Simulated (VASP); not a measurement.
# CaPd (Pm-3m) in VASP: notebook

One crystal, CaPd, is run at these levels: LDA; tasks: single point, relaxation of cell and atoms.

All numbers are computed with VASP 6.6.1; they aren't measurements. Logs are shortened: lines on timing, memory, paths and dates and some standing lists are left out, and cuts for length are marked.

### Step 1. The structure

Symmetry: Pm-3m, No. 221, cubic system. The conventional cell has a = 3.421 Å, b = 3.421 Å, c = 3.421 Å, α = 90.00°, β = 90.00°, γ = 90.00°. Ca (site symmetry m-3m) is surrounded by 8 Pd at 2.96 Å. Around Pd (site symmetry m-3m) lie 8 Ca at 2.96 Å.

The cell comes from a database or a generator and needn't be the stable form of this composition.

### Step 2. Single point, LDA

INCAR

```
  PREC = Accurate
  ENCUT = 520
  EDIFF = 1E-7
  ISMEAR = -1
  SIGMA = 0.1
  LREAL = F
  LASPH = T
  NELM = 100
  ALGO = Normal
  ISIF = 2
  LWAVE = F
  LCHARG = F
  NBANDS = 17
```

KPOINTS

```
Automatic mesh
0
Gamma
  6 6 6
```

POSCAR

```
CaPd
1.0
    3.4210814969      0.0000000000      0.0000000000
    0.0000000000      3.4210814969      0.0000000000
    0.0000000000      0.0000000000      3.4210814969
Ca Pd
1 1
Direct
    0.0000000000      0.0000000000      0.0000000000
    0.5000000000      0.5000000000      0.5000000000
```

Potentials or basis: VASP PAW LDA potentials, release 64 (Ca_sv, Pd).

Started as:

```
cat potpaw_LDA.64/Ca_sv/POTCAR potpaw_LDA.64/Pd/POTCAR > POTCAR
mpirun -np 1 vasp_std > vasp.out
```

OUTCAR:

```text
PREC = Accurate
   ENCUT = 520
   EDIFF = 1E-7
   ISMEAR = -1
   LREAL = F
   LASPH = T
   NELM = 100
   ISIF = 2

 ion  position               nearest neighbor table
   1  0.000  0.000  0.000-   2 2.96   2 2.96   2 2.96   2 2.96   2 2.96   2 2.96   2 2.96   2 2.96

   2  0.500  0.500  0.500-   1 2.96   1 2.96   1 2.96   1 2.96   1 2.96   1 2.96   1 2.96   1 2.96

  LATTYP: Found a simple cubic cell.
 ALAT       =     3.4210814969

  Lattice vectors:

 A1 = (   3.4210814969,   0.0000000000,   0.0000000000)
 A2 = (   0.0000000000,   3.4210814969,   0.0000000000)
 A3 = (   0.0000000000,   0.0000000000,   3.4210814969)

Analysis of symmetry for initial positions (statically):
=====================================================================
 Subroutine PRICEL returns:
 Original cell was already a primitive cell.

 Routine SETGRP: Setting up the symmetry group for a
 simple cubic supercell.

 Subroutine GETGRP returns: Found 48 space group operations
 (whereof 48 operations were pure point group operations)
 out of a pool of 48 trial point group operations.

The static configuration has the point symmetry O_h .

Analysis of symmetry for dynamics (positions and initial velocities):
=====================================================================
 Subroutine PRICEL returns:
 Original cell was already a primitive cell.

 Routine SETGRP: Setting up the symmetry group for a
 simple cubic supercell.

 Subroutine GETGRP returns: Found 48 space group operations
 (whereof 48 operations were pure point group operations)
 out of a pool of 48 trial point group operations.

The dynamic configuration has the point symmetry O_h .

 Subroutine INISYM returns: Found 48 space group operations
 (whereof 48 operations are pure point group operations),
 and found     1 'primitive' translations

----------------------------------------------------------------------------------------

                                     Primitive cell

  volume of cell :      40.0396

  direct lattice vectors                    reciprocal lattice vectors
     3.421081497  0.000000000  0.000000000     0.292305226  0.000000000  0.000000000
     0.000000000  3.421081497  0.000000000     0.000000000  0.292305226  0.000000000
     0.000000000  0.000000000  3.421081497     0.000000000  0.000000000  0.292305226

  length of vectors
     3.421081497  3.421081497  3.421081497     0.292305226  0.292305226  0.292305226

  position of ions in fractional coordinates (direct lattice)
     0.000000000  0.000000000  0.000000000
     0.500000000  0.500000000  0.500000000

  ion indices of the primitive-cell ions
   primitive index   ion index
                 1           1
                 2           2

----------------------------------------------------------------------------------------

 KPOINTS: Automatic mesh

Automatic generation of k-mesh.
 Grid dimensions read from file:
 generate k-points for:    6    6    6

 Generating k-lattice:

  Cartesian coordinates                     Fractional coordinates (reciprocal lattice)
     0.048717538  0.000000000  0.000000000     0.166666667  0.000000000  0.000000000
     0.000000000  0.048717538  0.000000000     0.000000000  0.166666667  0.000000000
     0.000000000  0.000000000  0.048717538     0.000000000  0.000000000  0.166666667

  Length of vectors
     0.048717538  0.048717538  0.048717538

  Shift w.r.t. Gamma in fractional coordinates (k-lattice)
     0.000000000  0.000000000  0.000000000

 Subroutine IBZKPT returns following result:
 ===========================================

 Found     20 irreducible k-points:

 Following reciprocal coordinates:
            Coordinates               Weight
  0.000000  0.000000  0.000000      1.000000
  0.166667  0.000000  0.000000      6.000000
  0.333333  0.000000  0.000000      6.000000
  0.500000  0.000000  0.000000      3.000000
  0.166667  0.166667  0.000000     12.000000
  0.333333  0.166667  0.000000     24.000000
[... 12 lines left out ...]
  0.500000  0.500000  0.333333      6.000000
  0.500000  0.500000  0.500000      1.000000
   k-points           NKPTS =     20   k-points in BZ     NKDIM =     20   number of bands    NBANDS=     17
   number of dos      NEDOS =    301   number of ions     NIONS =      2
   total plane-waves  NPLWV =  21952
   dimension x,y,z NGX =    28 NGY =   28 NGZ =   28
   dimension x,y,z NGXF=    56 NGYF=   56 NGZF=   56
   ions per type =               1   1
   NGX,Y,Z   is equivalent  to a cutoff of  13.61, 13.61, 13.61 a.u.
   NGXF,Y,Z  is equivalent  to a cutoff of  27.21, 27.21, 27.21 a.u.
 SYSTEM =  unknown system
   PREC   = accura    normal or accurate (medium, high low for compatibility)
   ISTART =      0    job   : 0-new  1-cont  2-samecut
   ICHARG =      2    charge: 1-file 2-atom 10-const
   ISPIN  =      1    spin polarized calculation?
   LNONCOLLINEAR =      F non collinear calculations
   LSORBIT =      F    spin-orbit coupling
   LASPH  =      T    aspherical Exc in radial PAW
   ENCUT  =  520.0 eV  38.22 Ry    6.18 a.u.   6.36  6.36  6.36*2*pi/ulx,y,z
   NELM   =    100;   NELMIN=  2; NELMDL= -5     # of ELM steps
   EDIFF  = 0.1E-06   stopping-criterion for ELM
   LREAL  =      F    real-space projection
   EDIFFG = 0.1E-05   stopping-criterion for IOM
   NSW    =      0    number of steps for IOM
   IBRION =     -1    ionic relax: 0-MD 1-quasi-New 2-CG
   NFREE  =      0    steps in history (QN), initial steepest desc. (CG)
   ISIF   =      2    stress and relaxation
   ISYM   =      2    0-nonsym 1-usesym 2-fastsym
   POTIM  = 0.5000    time-step for ionic-motion
   TEBEG  =    0.0;   TEEND  =   0.0 temperature during run
   PSTRESS=    0.0 pullay stress
   NELECT =      20.0000    total number of electrons
   NUPDOWN=      -1.0000    fix difference up-down
   EMIN   =  10.00;   EMAX   =-10.00  energy-range for DOS
   EFERMI =   0.00;   METHOD = LEGACY
   ISMEAR =    -1;   SIGMA  =   0.10  broadening in eV -4-tet -1-fermi 0-gaus
   EFERMI_NEDOS =   21; number of points for ismear=-14 and -15
   IALGO  =     38    algorithm
   IMIX   =      4    mixing-type and parameters
     AMIX     =   0.40;   BMIX     =  1.00
     AMIX_MAG =   1.60;   BMIX_MAG =  1.00
  volume/ion in A,a.u.               =      20.02       135.10
  Fermi-wavevector in a.u.,A,eV,Ry     =   1.298937  2.454635 22.956256  1.687237
  Thomas-Fermi vector in A             =   2.430233
   LORBIT       =      0    0 simple, 1 ext, 2 COOP (PROOUT), +10 PAW based schemes
   GGA     = CA    functional components
   LHFCALC =     F    Hartree Fock is set to
   AEXX    =    0.0000 exact exchange contribution
   IVDW    =     0    specifies the selected vdW correction
   LEPSILON=     F    determine dielectric tensor
   LRPA    =     F    only Hartree local field effects (RPA)
 non-spin polarized calculation
  energy-cutoff  :      520.00
  volume of cell :       40.04
 maximum number of plane-waves:      1108
 NGX is ok and might be reduce to    28
   NGX = 13   NGY = 13   NGZ = 13

 number of electron      20.0000004 magnetization

 Free energy of the ion-electron system (eV)
  ---------------------------------------------------
  ext. energy  EPLUGINS =         0.00000000
  ---------------------------------------------------
  free energy    TOTEN  =       -10.00096283 eV

  energy without entropy =       -9.96790962  energy(sigma->0) =       -9.98443622

 E-fermi :   5.7099     XC(G=0): -11.2132

 val. band max:        5.5640593208   @ k =   0.5000   0.3333   0.0000
 cond. band min:       6.0227716915   @ k =   0.5000   0.5000   0.0000
 fundamental gap:      0.4587123708
 Fermi energy:         5.7099477372

 k-point     1 :       0.0000    0.0000    0.0000
  band No.  band energies     occupation
      1     -34.0028      2.00000
      2     -15.2212      2.00000
      3     -15.2212      2.00000
      4     -15.2212      2.00000
      5       0.3631      2.00000
      6       2.1551      2.00000
[... 9 lines left out ...]
     16      13.6818      0.00000
     17      13.6818      0.00000

 k-point     2 :       0.1667    0.0000    0.0000
  band No.  band energies     occupation
      1     -33.9948      2.00000
      2     -15.3103      2.00000
      3     -15.2159      2.00000
      4     -15.2159      2.00000
      5       0.8140      2.00000
      6       2.2674      2.00000
[... 9 lines left out ...]
     16      12.6032      0.00000
     17      15.2028      0.00000

 k-point     3 :       0.3333    0.0000    0.0000
  band No.  band energies     occupation
      1     -33.9789      2.00000
      2     -15.4836      2.00000
      3     -15.2053      2.00000
      4     -15.2053      2.00000
      5       1.8966      2.00000
      6       2.5147      2.00000
[... 9 lines left out ...]
     16      12.2269      0.00000
     17      17.7176      0.00000

 k-point     4 :       0.5000    0.0000    0.0000
  band No.  band energies     occupation
      1     -33.9709      2.00000
      2     -15.5680      2.00000
      3     -15.1999      2.00000
      4     -15.1999      2.00000
      5       2.4410      2.00000
      6       2.6526      2.00000
[... 9 lines left out ...]
     16      12.6451      0.00000
     17      19.1991      0.00000
[... 263 lines left out ...]
      1     -33.9289      2.00000
      2     -15.4903      2.00000
      3     -15.4070      2.00000
      4     -15.4046      2.00000
      5       2.6713      2.00000
      6       2.9403      2.00000
[... 9 lines left out ...]
     16      13.1335      0.00000
     17      13.2856      0.00000

 k-point    19 :       0.5000    0.5000    0.3333
  band No.  band energies     occupation
      1     -33.9217      2.00000
      2     -15.4812      2.00000
      3     -15.4812      2.00000
      4     -15.3987      2.00000
      5       2.6959      2.00000
      6       2.9109      2.00000
[... 9 lines left out ...]
     16      13.2959      0.00000
     17      13.2959      0.00000

 k-point    20 :       0.5000    0.5000    0.5000
  band No.  band energies     occupation
      1     -33.9145      2.00000
      2     -15.4748      2.00000
      3     -15.4748      2.00000
      4     -15.4748      2.00000
      5       2.8579      2.00000
      6       2.8579      2.00000
[... 9 lines left out ...]
     16      14.2925      0.00000
     17      14.2925      0.00000

------------------------ aborting loop because EDIFF is reached ----------------------------------------

  FORCE on cell =-STRESS in cart. coord.  units (eV):
  Direction    XX          YY          ZZ          XY          YZ          ZX
  --------------------------------------------------------------------------------------
  -------------------------------------------------------------------------------------
  Total        0.0837548      0.0837548      0.0837548      0.0000000     -0.0000000      0.0000000
  in kB        3.3514294      3.3514294      3.3514294      0.0000000     -0.0000000      0.0000000
  external PRESSURE =       3.3514294 kB  Pullay stress =       0.0000000 kB

 VOLUME and BASIS-vectors are now :
 -----------------------------------------------------------------------------
  energy-cutoff  :      520.00
  volume of cell :       40.04
      direct lattice vectors                 reciprocal lattice vectors
     3.421081497  0.000000000  0.000000000     0.292305226  0.000000000  0.000000000
     0.000000000  3.421081497  0.000000000     0.000000000  0.292305226  0.000000000
     0.000000000  0.000000000  3.421081497     0.000000000  0.000000000  0.292305226

 POSITION                                       TOTAL-FORCE (eV/Angst)
 -----------------------------------------------------------------------------------
      0.00000      0.00000      0.00000         0.000000      0.000000      0.000000
      1.71054      1.71054      1.71054         0.000000      0.000000      0.000000
 -----------------------------------------------------------------------------------
    total drift:                                0.000000      0.000000      0.000000

  FREE ENERGIE OF THE ION-ELECTRON SYSTEM (eV)
  ---------------------------------------------------
  free  energy   TOTEN  =       -10.0009628274 eV

  energy  without entropy=       -9.9679096184  energy(sigma->0) =       -9.98443622
```

Wall time 13 s (1 thread of Intel Xeon Platinum 8488C (Sapphire Rapids), shared host); peak memory 0.15 GiB.

Results:

- Free energy: -10.0010 eV
- Pressure: 0.3 GPa
- Band gap on the k mesh: none (metal or under the smearing width)

[end of part 1 of 2]
